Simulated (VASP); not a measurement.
Consider the following.

```
CELL_PARAMETERS angstrom
      0.00000     2.71189     2.71189
      2.71189     0.00000     2.71189
      2.71189     2.71189     0.00000
ATOMIC_POSITIONS crystal
  Rh 0.75000 0.75000 0.75000
  Rh 0.50000 0.50000 0.50000
```

Computed with PBEsol GGA with spin-orbit coupling, VASP's PBE PAW potentials (set 64) (plane waves; VASP). Settings: 400 eV cut-off, 11×11×11 Γ-centred mesh, Gaussian smearing of 0.050 eV, potentials Rh_pv.

Task: Give the energies of bands 23 to 36 at the high-symmetry points, in eV from the Fermi level.

Result: 
```tsv
band	Γ	X	U	L	W
23	-4.07	-2.38	-2.56	-3.90	-2.73
24	-4.07	-2.38	-2.56	-3.90	-2.73
25	-1.58	-2.19	-2.28	-1.02	-2.30
26	-1.58	-2.19	-2.28	-1.02	-2.30
27	-1.58	-2.19	-2.08	-0.93	-2.27
28	-1.58	-2.19	-2.08	-0.93	-2.27
29	-1.47	0.31	0.45	-0.88	0.63
30	-1.47	0.31	0.45	-0.88	0.63
31	0.42	0.31	0.68	0.04	0.75
32	0.42	0.31	0.68	0.04	0.75
33	0.42	2.35	1.92	0.09	2.60
34	0.42	2.35	1.92	0.09	2.60
35	12.58	2.35	2.45	1.90	2.71
36	12.59	2.35	2.45	1.90	2.71
```

It has no gap at this level: it comes out as a metal or semimetal.

The structure was generated: Rh was put into the diamond type (Fd-3m), which need not be its known phase. It was relaxed first, which changed the volume by +13 %.
